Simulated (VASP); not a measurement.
VASP input:

**POSCAR**
```
AuAl2
1
    0.0000000000     3.0155470000     3.0768290000
    3.0552330000     0.0000000000     3.0768290000
    3.0552330000     3.0155470000     0.0000000000
Al Au
2 1
Direct
  0.2500000000   0.2500000000   0.2500000000
  0.7500000000   0.7500000000   0.7500000000
 -0.0099650000   0.0099650000   0.0099650000
```

INCAR:
```
ALGO=Normal
EDIFF=1E-6
ENCUT=520
GGA=PE
ISIF=2
ISMEAR=1
LASPH=T
LCHARG=F
LMAXMIX=6
LREAL=F
LWAVE=F
NELM=100
PREC=Accurate
SIGMA=0.1
SYSTEM=AuAl2
```

KPOINTS:
```
Automatic mesh
0
Gamma
8 8 8
0 0 0
```

POTCAR, in this order: Al_GW Au (PBE.64 set). Program: vasp_std.

### Question
Translate this PBE calculation to Ansatz.

### Answer
One equivalent input (not run):
Ansatz 0.2 input:
```yaml
crystal:
  lattice:
    - [0.0000000, 3.0155470, 3.0768290]
    - [3.0552330, 0.0000000, 3.0768290]
    - [3.0552330, 3.0155470, 0.0000000]
  atoms:
    - { symbol: Al, position: [0.2500000, 0.2500000, 0.2500000] }
    - { symbol: Al, position: [0.7500000, 0.7500000, 0.7500000] }
    - { symbol: Au, position: [-0.0099650, 0.0099650, 0.0099650] }
kpoints:
  mp_grid: { grid: [8, 8, 8] }
hamiltonian:
  xc: pbe
  pseudopotentials: { kind: paw }
scf:
  occupations: { method: methfessel_paxton, width: 0.1 }
  max_iter: 100
output: { forces: true, stress: true, eigenvalues: true }
```
Limits of the translation: each code has its own PAW files, so the cut-off isn't converted (ENCUT is set for VASP's; basis.ecutwfc is left out, and Ansatz then takes the one that its files recommend); Ansatz stops its SCF on the density residual and VASP on the energy change (EDIFF).

The compound is AuAl2 in the fluorite structure. The cell was not relaxed at this level, atoms are displaced from their ideal sites. The run is one of a series of settings (ENCUT = 520, POTCAR Al_GW Au (PBE.64 set) against the base run), some of them coarse on purpose.
